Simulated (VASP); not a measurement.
# A VASP study of SrSnSeS (PBEsol): structure first, properties next, part 2 of 6

Aim: relax SrSnSeS, then compute properties on the relaxed cell. The cell is invented: it takes the structure of a Materials Project entry for SrEuSeS (space group 160 there), with some of its atoms replaced by other elements, volume scaled by an estimate. It may not be a known or stable phase.

VASP 6.6.1, plane waves and PAW; the level of theory is named at each step.

So far, gap on the k-mesh (eV): step 2 (rough relaxation of the start cell) 1.22. The relaxed cell has a = 4.238, c = 20.878 Å (conventional setting).

### 3. Full relaxation (PBEsol)

Level of this step: PBEsol; plane waves and PAW (Sn_d, Sr_sv, Se, S); invented cell (VASP).

Properties are meant for the cell that this level of theory prefers, so cell and atoms are relaxed first (ISIF = 3) until forces and stress are small; EDIFFG sets the threshold.

Contents of INCAR:

```
SYSTEM = SrSnSeS
PREC = Accurate
ENCUT = 400
EDIFF = 1E-06
NELM = 100
ISMEAR = -1
SIGMA = 0.05
LREAL = .FALSE.
ALGO = Normal
GGA = PS
NBANDS = 24
LORBIT = 11
LWAVE = .FALSE.
LCHARG = .FALSE.
KPAR = 2
IBRION = 2
NSW = 60
ISIF = 3
EDIFFG = -0.01
```

Contents of POSCAR:

```
SrSnSeS
1.0
    2.1191822875      1.2235109293      6.9593503533
   -2.1191822875      1.2235109293      6.9593503533
    0.0000000000     -2.4470209031      6.9593503571
Sn Sr Se S
1 1 1 1
Direct
    0.0022524634      0.0022524634      0.0022524634
    0.4957654258      0.4957654258      0.4957654258
    0.2525277460      0.2525277460      0.2525277460
    0.7494553648      0.7494553648      0.7494553648
```

Contents of KPOINTS:

```
Automatic mesh
0
Gamma
5 5 5
0 0 0
```

Potentials, in the order of the species: Sn_d, Sr_sv, Se and S (PBE family, release 64).

Command:

```bash
mpirun -np 2 vasp_std
```

What it wrote:

```text
[banner, memory and clock lines left out]
running    2 mpi-ranks, on    1 nodes
 distrk:  each k-point on    1 cores,    2 groups
 distr:  one band on    1 cores,    1 groups

 POSCAR found type information on POSCAR SnSrSeS
 POSCAR found :  4 types and       4 ions
 [... a notice as in an earlier step ...]

 LDA part: xc-table for (Slater+PW92), standard interpolation
 POSCAR, INCAR and KPOINTS ok, starting setup
 FFT: planning ... GRIDC
 FFT: planning ... GRID_SOFT
 FFT: planning ... GRID
 WAVECAR not read
 entering main loop
       N       E                     dE             d eps       ncg     rms          rms(c)
DAV:   1     0.276440465866E+03    0.27644E+03   -0.14606E+04   912   0.135E+03
DAV:   2     0.125598959066E+02   -0.26388E+03   -0.25551E+03   992   0.383E+02
DAV:   3    -0.180775393790E+02   -0.30637E+02   -0.30377E+02  1288   0.119E+02
DAV:   4    -0.200437286449E+02   -0.19662E+01   -0.19631E+01  1528   0.255E+01
DAV:   5    -0.200833635911E+02   -0.39635E-01   -0.39631E-01  1296   0.291E+00    0.205E+01
DAV:   6    -0.192528469070E+02    0.83052E+00   -0.16653E+00  1104   0.785E+00    0.116E+01
DAV:   7    -0.192593607107E+02   -0.65138E-02   -0.68411E-01  1136   0.401E+00    0.222E+00
DAV:   8    -0.192421646558E+02    0.17196E-01   -0.14698E-01  1144   0.237E+00    0.651E-01
DAV:   9    -0.192427083923E+02   -0.54374E-03   -0.12863E-02  1248   0.674E-01    0.187E-01
DAV:  10    -0.192428644791E+02   -0.15609E-03   -0.13182E-03  1304   0.217E-01    0.916E-02
DAV:  11    -0.192429437427E+02   -0.79264E-04   -0.29420E-04  1336   0.905E-02    0.427E-02
DAV:  12    -0.192429450679E+02   -0.13252E-05   -0.41191E-05  1088   0.365E-02    0.206E-02
DAV:  13    -0.192429485438E+02   -0.34759E-05   -0.11138E-05  1000   0.149E-02    0.345E-03
DAV:  14    -0.192429485765E+02   -0.32676E-07   -0.13536E-06   768   0.764E-03
   1 F= -.19242949E+02 E0= -.19242948E+02  d E =-.192429E+02
 curvature:   0.00 expect dE= 0.000E+00 dE for cont linesearch  0.000E+00
 trial: gam= 0.00000 g(F)=  0.328E-04 g(S)=  0.175E-04 ort = 0.000E+00 (trialstep = 0.100E+01)
 search vector abs. value=  0.503E-04
 bond charge predicted
       N       E                     dE             d eps       ncg     rms          rms(c)
DAV:   1    -0.192431212592E+02   -0.17272E-03   -0.61641E-03   960   0.706E-01    0.843E-02
DAV:   2    -0.192430132477E+02    0.10801E-03   -0.37028E-04  1216   0.175E-01    0.354E-02
DAV:   3    -0.192429822455E+02    0.31002E-04   -0.82543E-05  1352   0.858E-02    0.224E-02
DAV:   4    -0.192429825792E+02   -0.33370E-06   -0.65647E-06  1464   0.138E-02
   2 F= -.19242983E+02 E0= -.19242982E+02  d E =-.340027E-04
 trial-energy change:   -0.000034  1 .order   -0.000039   -0.000050   -0.000027
 step:   2.1969(harm=  2.1969)  dis= 0.00127  next Energy=   -19.243004 (dE=-0.552E-04)
 bond charge predicted
       N       E                     dE             d eps       ncg     rms          rms(c)
DAV:   1    -0.192431820111E+02   -0.19977E-03   -0.86862E-03   944   0.837E-01    0.990E-02
DAV:   2    -0.192430258773E+02    0.15613E-03   -0.51575E-04  1208   0.208E-01    0.424E-02
DAV:   3    -0.192429821744E+02    0.43703E-04   -0.12202E-04  1352   0.103E-01    0.276E-02
DAV:   4    -0.192429827125E+02   -0.53809E-06   -0.91465E-06  1552   0.164E-02
   3 F= -.19242983E+02 E0= -.19242983E+02  d E =-.341360E-04
 curvature:  -1.10 expect dE=-0.400E-04 dE for cont linesearch -0.204E-05
 trial: gam= 0.00000 g(F)=  0.474E-05 g(S)=  0.317E-04 ort =-0.966E-05 (trialstep = 0.124E+01)
 search vector abs. value=  0.364E-04
 reached required accuracy - stopping structural energy minimisation
```

Elapsed: 33 s, on 2 MPI ranks of Intel Xeon 6975P-C (Granite Rapids), shared host; peak memory 0.7 GiB; 64 s of CPU time.

From OUTCAR (step 3):

```text
  LATTYP: Found a trigonal (rhomboedric) cell.
 ALAT       =     7.3770231057
 COS(alpha) =     0.8349542210

The static configuration has the point symmetry C_3v.

 Found     19 irreducible k-points:

   dimension x,y,z NGX =    48 NGY =   48 NGZ =   48
   dimension x,y,z NGXF=    96 NGYF=   96 NGZF=   96

   ENCUT  =  400.0 eV  29.40 Ry    5.42 a.u.  12.03 12.03 12.03*2*pi/ulx,y,z

   NELECT =      36.0000    total number of electrons

 E-fermi :   4.5982

 k-point     1 :       0.0000    0.0000    0.0000
  band No.  band energies     occupation
    ...
     14       2.0395      2.00000
     15       2.4278      2.00000
     16       2.5952      2.00000
     17       2.6710      2.00000
     18       2.6710      2.00000
     19       5.5959      0.00000
     20       7.0705      0.00000
     21       7.0705      0.00000
     22       7.8845      0.00000
     23       7.9478      0.00000
    ...

 k-point     2 :       0.2000   -0.0000    0.0000
  band No.  band energies     occupation
    ...
     14       1.3405      2.00000
     15       1.7356      2.00000
     16       2.4385      2.00000
     17       2.6022      2.00000
     18       3.6238      2.00000
     19       6.1093      0.00000
     20       6.6387      0.00000
     21       7.0937      0.00000
     22       7.5230      0.00000
     23       8.5175      0.00000
    ...

  Total        0.0326726      0.0326726      0.0221430      0.0000000      0.0000000      0.0000000
  in kB        0.4843198      0.4843199      0.3282354      0.0000000      0.0000000      0.0000000
  external PRESSURE =       0.4322917 kB  Pullay stress =       0.0000000 kB

  energy-cutoff  :      400.00
  volume of cell :      108.08
      direct lattice vectors                 reciprocal lattice vectors
     2.118214029  1.222951904  6.953957083     0.236047913  0.136282310  0.047934332
    -2.118214029  1.222951904  6.953957083    -0.236047913  0.136282310  0.047934332
     0.000000000 -2.445902854  6.953957087     0.000000000 -0.272564619  0.047934351

 POSITION                                       TOTAL-FORCE (eV/Angst)
 -----------------------------------------------------------------------------------
      0.00000      0.00000      0.04695         0.000000     -0.000000     -0.002961
      0.00000      0.00000     10.34036         0.000000     -0.000000     -0.006536
      0.00000      0.00000      5.26921         0.000000      0.000000      0.003814
      0.00000      0.00000     15.63631         0.000000      0.000000      0.005683
 -----------------------------------------------------------------------------------
    total drift:                                0.000000      0.000000      0.000084

  FREE ENERGIE OF THE ION-ELECTRON SYSTEM (eV)
  ---------------------------------------------------
  free  energy   TOTEN  =       -19.2429827125 eV

  energy  without entropy=      -19.2429824876  energy(sigma->0) =      -19.24298260

 total charge
# of ion       s       p       d       tot
------------------------------------------
    1        1.434   0.596   9.994  12.024
    2        2.013   5.747   0.227   7.987
    3        1.451   2.392   0.014   3.857
    4        1.330   2.368   0.000   3.698
--------------------------------------------------
tot          6.229  11.102  10.235  27.566

[... 3 parts as in an earlier step ...]

[... 7 further parts left out ...]
```

CONTCAR:

```
SrSnSeS
   1.00000000000000
     2.1182140286379223    1.2229519041952612    6.9539570827891994
    -2.1182140286379223    1.2229519041952612    6.9539570827891994
     0.0000000000000000   -2.4459028540576986    6.9539570867147011
  Sn              Sr              Se              S
     1     1     1     1
Direct
     0.0022503876593786    0.0022503876593786    0.0022503876593787
     0.4956583285505684    0.4956583285505684    0.4956583285505730
     0.2525762011920209    0.2525762011920209    0.2525762011920188
     0.7495160825980297    0.7495160825980297    0.7495160825980270
```

Little changed from the start: no atom moved by 0.005 Å and no cell edge by 0.1 %.

Numbers from this step:

- free energy (TOTEN): -19.24 eV
- Fermi energy: 4.598 eV
- pressure: 0.04323 GPa
- SCF cycles over all ionic steps: 22
- gap on the k-mesh: 1.222 eV
- least direct gap on the k-mesh: 1.222 eV

It ends with a largest force of 0.007 eV/Å and a pressure of 0.04 GPa.

### 4. Single point with fields (PBEsol)

A single point on the relaxed cell gives a clean self-consistent state, with density, ELF and potential written out.

INCAR: that of step 3 with these lines changed.

```diff
@@ -13,7 +13,5 @@
 LWAVE = .FALSE.
-LCHARG = .FALSE.
-KPAR = 2
-IBRION = 2
-NSW = 60
-ISIF = 3
-EDIFFG = -0.01
+LCHARG = .TRUE.
+ISIF = 2
+LELF = .TRUE.
+LVHAR = .TRUE.
```

Contents of POSCAR:

```
SrSnSeS
1.0
    2.1182140286      1.2229519042      6.9539570828
   -2.1182140286      1.2229519042      6.9539570828
    0.0000000000     -2.4459028541      6.9539570867
Sn Sr Se S
1 1 1 1
Direct
    0.0022503877      0.0022503877      0.0022503877
    0.4956583286      0.4956583286      0.4956583286
    0.2525762012      0.2525762012      0.2525762012
    0.7495160826      0.7495160826      0.7495160826
```

KPOINTS is that of step 3.

Command:

```bash
mpirun -np 2 vasp_std
```

What it wrote:

```text
[banner, memory and clock lines left out]
running    2 mpi-ranks, on    1 nodes
 distrk:  each k-point on    2 cores,    1 groups
 distr:  one band on    1 cores,    2 groups

 POSCAR found type information on POSCAR SnSrSeS
 POSCAR found :  4 types and       4 ions
 [... a notice as in an earlier step ...]

 LDA part: xc-table for (Slater+PW92), standard interpolation
 POSCAR, INCAR and KPOINTS ok, starting setup
 FFT: planning ... GRIDC
 FFT: planning ... GRID_SOFT
 FFT: planning ... GRID
 WAVECAR not read
 entering main loop
       N       E                     dE             d eps       ncg     rms          rms(c)
DAV:   1     0.264534460792E+03    0.26453E+03   -0.14629E+04   920   0.136E+03
DAV:   2     0.114227007642E+02   -0.25311E+03   -0.24605E+03   952   0.367E+02
DAV:   3    -0.184578188861E+02   -0.29881E+02   -0.29233E+02  1328   0.116E+02
DAV:   4    -0.200279641727E+02   -0.15701E+01   -0.15675E+01  1392   0.233E+01
DAV:   5    -0.200826192844E+02   -0.54655E-01   -0.54635E-01  1376   0.333E+00    0.206E+01
DAV:   6    -0.192522825614E+02    0.83034E+00   -0.16739E+00  1088   0.788E+00    0.116E+01
DAV:   7    -0.192597734135E+02   -0.74909E-02   -0.70169E-01  1136   0.406E+00    0.225E+00
DAV:   8    -0.192421449581E+02    0.17628E-01   -0.15023E-01  1176   0.240E+00    0.655E-01
DAV:   9    -0.192426958680E+02   -0.55091E-03   -0.13218E-02  1232   0.681E-01    0.194E-01
DAV:  10    -0.192428485747E+02   -0.15271E-03   -0.13579E-03  1304   0.224E-01    0.925E-02
DAV:  11    -0.192429267757E+02   -0.78201E-04   -0.30698E-04  1296   0.902E-02    0.442E-02
DAV:  12    -0.192429276533E+02   -0.87762E-06   -0.41294E-05  1160   0.366E-02    0.212E-02
DAV:  13    -0.192429310691E+02   -0.34157E-05   -0.10706E-05  1000   0.148E-02    0.362E-03
DAV:  14    -0.192429311161E+02   -0.47007E-07   -0.14893E-06   800   0.776E-03
   1 F= -.19242931E+02 E0= -.19242931E+02  d E =-.225219E-06
```

Elapsed: 17 s, on 2 MPI ranks; peak memory 0.47 GiB; 33 s of CPU time.

From OUTCAR (step 4):

```text
  LATTYP: Found a trigonal (rhomboedric) cell.
 ALAT       =     7.3715643618
 COS(alpha) =     0.8348607017

The static configuration has the point symmetry C_3v.

 Found     19 irreducible k-points:

   ENCUT  =  400.0 eV  29.40 Ry    5.42 a.u.  12.02 12.02 12.02*2*pi/ulx,y,z

   NELECT =      36.0000    total number of electrons

 E-fermi :   4.5980

 k-point     1 :       0.0000    0.0000    0.0000
  band No.  band energies     occupation
    ...
     14       2.0396      2.00000
     15       2.4277      2.00000
     16       2.5950      2.00000
     17       2.6709      2.00000
     18       2.6709      2.00000
     19       5.5957      0.00000
     20       7.0702      0.00000
     21       7.0702      0.00000
     22       7.8846      0.00000
     23       7.9479      0.00000
    ...

 k-point     2 :       0.2000   -0.0000   -0.0000
  band No.  band energies     occupation
    ...
     14       1.3403      2.00000
     15       1.7356      2.00000
     16       2.4385      2.00000
     17       2.6021      2.00000
     18       3.6237      2.00000
     19       6.1091      0.00000
     20       6.6384      0.00000
     21       7.0935      0.00000
     22       7.5230      0.00000
     23       8.5175      0.00000
    ...

  Total        0.0432965      0.0432965      0.0390632      0.0000000      0.0000000      0.0000000
  in kB        0.6418021      0.6418023      0.5790505      0.0000000      0.0000000      0.0000000
  external PRESSURE =       0.6208850 kB  Pullay stress =       0.0000000 kB

 POSITION                                       TOTAL-FORCE (eV/Angst)
 -----------------------------------------------------------------------------------
      0.00000      0.00000      0.04695         0.000000     -0.000000     -0.002877
      0.00000      0.00000     10.34036         0.000000     -0.000000     -0.006484
      0.00000      0.00000      5.26921         0.000000      0.000000      0.003916
      0.00000      0.00000     15.63631         0.000000      0.000000      0.005445
 -----------------------------------------------------------------------------------
    total drift:                               -0.000000      0.000000      0.000054

  FREE ENERGIE OF THE ION-ELECTRON SYSTEM (eV)
  ---------------------------------------------------
  free  energy   TOTEN  =       -19.2429311161 eV

  energy  without entropy=      -19.2429308909  energy(sigma->0) =      -19.24293100

 total charge
# of ion       s       p       d       tot
------------------------------------------
    1        1.434   0.596   9.994  12.024
    2        2.013   5.746   0.227   7.987
    3        1.451   2.392   0.014   3.857
    4        1.330   2.367   0.000   3.698
--------------------------------------------------
tot          6.229  11.102  10.235  27.566

[... 4 parts as in an earlier step ...]

[... 7 further parts left out ...]
```

This step gave:

```yaml
scf_cycles: 14
pressure: 0.06209 GPa
gap_on_the_k_mesh: 1.221 eV
least_direct_gap_on_the_k_mesh: 1.221 eV
```

Valence electrons inside each PAW sphere by angular momentum. Sphere charges, by row:

| atom | s (e) | p (e) | d (e) | tot (e) |
| --- | --- | --- | --- | --- |
| Sn1 | 1.434 | 0.596 | 9.994 | 12.02 |
| Sr2 | 2.013 | 5.746 | 0.227 | 7.987 |
| Se3 | 1.451 | 2.392 | 0.014 | 3.857 |
| S4 | 1.33 | 2.367 | 0 | 3.698 |

Valence density in the ac plane of the conventional cell at fractional y = 0.000, with atoms of Sn and Sr and Se and S within 0.2 Å of it. It is the smooth field of the valence electrons, not physical close to the nuclei.

Ten steps, logarithmic in the rise over the least value, from '0' (0.02 × 1e0 e/Å³) to '9' (6.94 × 1e0 e/Å³), each cell a mean:
```
98642111113579
22212222221122
00011222221000
00001122210000
33221111111233
45542100123454
45542111123454
32221222221223
00011222211000
00011233221000
43211222221234
87642100013578
76531111112467
11111222221111
00011233221000
00011222221000
33221222212233
45542110123455
55542100113455
22211122111122
00001122210000
00011223221000
32222222222223
99642111113589
```
Columns run along a (4.2 Å), rows up along c (20.9 Å), edges of the conventional cell, whose origin can differ from the input's. Atoms in or near the plane, at fractional coordinates: Sn at (0.00, 0.00), Sr at (0.00, 0.50), Se at (0.00, 0.75), S at (0.00, 0.25).

ELF in the ac plane of the conventional cell at fractional y = 0.000, with atoms of Sn and Sr and Se and S within 0.2 Å of it. It is the smooth field of the valence electrons, not physical close to the nuclei.

Ten even steps from '_' (0.02) to '@' (0.84), each cell a mean:
```
----====::::::::..::--====--
--::::::--**######++--::::--
______..--==++++++==::..____
....________......________..
%%%%**==..________..::++##%%
##@@@@@@##--____..++%%@@@@%%
%%@@@@@@**--....::==##@@@@%%
****++--::::----::::::==++**
______..::::------::..______
______::==++******==--..____
++==::..::++####**==::..--==
##%%@@**..__..::..__--%%@@%%
%%%%##==....----::..::++%%%%
......::==##%%%%%%**--......
____..::==++******++--..____
______..::--------::..______
##**++--::::----::::::==**##
**%%@@@@**--......==##@@@@##
##@@@@%%++::______--##@@@@%%
##**==::____......__..--++**
__________..........________
____..--++**######**==::____
--::::::==**######++--::::--
----====--::......::--==--::
```
Columns run along a (4.2 Å), rows up along c (20.9 Å), edges of the conventional cell, whose origin can differ from the input's. Atoms in or near the plane, at fractional coordinates: Sn at (0.00, 0.00), Sr at (0.00, 0.50), Se at (0.00, 0.75), S at (0.00, 0.25).

Electrostatic potential energy in the ac plane of the conventional cell at fractional y = 0.000, with atoms of Sn and Sr and Se and S within 0.2 Å of it. With pseudopotentials it is smooth inside the atoms' cores, unlike the true potential.

Values in eV, 24 rows by 14 columns, each cell a mean:
```
-52 -49 -35 -11  -1   2   3   3   2   0  -4 -21 -43 -51
 -4  -3   0   1   2   2   2   2   2   2   2   1  -1  -4
  3   3   3   2   2   1   0   0   0   1   2   2   3   3
  3   2   2   1  -1  -2  -4  -4  -3  -1   0   1   2   3
 -2  -1   0   1   0  -1  -2  -3  -2  -1   1   1   0  -2
-34 -40 -26  -6   0   2   2   2   2   2  -1 -13 -36 -38
-35 -38 -24  -5   1   2   2   2   2   2  -1 -12 -33 -37
  0   0   1   1   1  -1  -2  -2  -1   0   1   1   1   0
  3   3   3   2   1   0  -1  -1  -1   0   2   3   3   3
  2   2   2   3   2   2   1   1   1   2   3   3   2   2
 -8  -7  -4  -1   1   2   2   2   2   1   0  -2  -5  -7
-26 -22 -16 -10  -4   0   2   2   1  -1  -6 -13 -19 -25
-20 -17 -12  -7  -2   1   2   2   2   0  -4  -9 -14 -19
 -2  -1   0   1   2   1   1   1   1   2   1   1  -1  -2
  3   3   3   3   2   1   0   0   1   2   3   3   3   3
  3   3   3   2   1  -1  -2  -2  -1   0   1   3   3   3
 -2   0   1   2   1  -1  -1  -2  -1   0   1   2   1  -1
-52 -47 -24  -3   1   2   2   2   2   2   0 -10 -37 -50
-42 -36 -16  -2   1   1   1   0   1   1   0  -6 -27 -40
  1   2   2   1  -1  -2  -4  -4  -3  -2   0   1   2   1
  3   3   2   1   0  -1  -2  -2  -2  -1   1   2   3   3
  3   3   3   3   2   1   0   0   0   1   2   3   3   3
 -7  -5  -1   1   2   2   1   1   1   2   1   0  -3  -6
-55 -51 -38 -13  -2   1   3   3   2   0  -5 -24 -47 -53
```
Columns run along a (4.2 Å; values clipped at the 3rd and 97th percentile), rows up along c (20.9 Å), edges of the conventional cell, whose origin can differ from the input's. Atoms in or near the plane, at fractional coordinates: Sn at (0.00, 0.00), Sr at (0.00, 0.50), Se at (0.00, 0.75), S at (0.00, 0.25).

In this run the pressure is 0.06 GPa, small enough to go on.

(Continued in part 3 of 6.)

[Lines on the potential files, build, host, timing and source positions are cut from VASP's logs without a mark.]

[Logs are printed without paths, hosts, clocks, repeated set-up lines and the standing remarks that a program may print on its own settings, such as how far it seeks lower states.]

[Hosts, paths, dates, database ids (printed as entryN), source tags and the programs' standing remarks are cut or masked in the printed files.]

[A measured line is paired with the nearest computed mode of its activity, which favours agreement.]
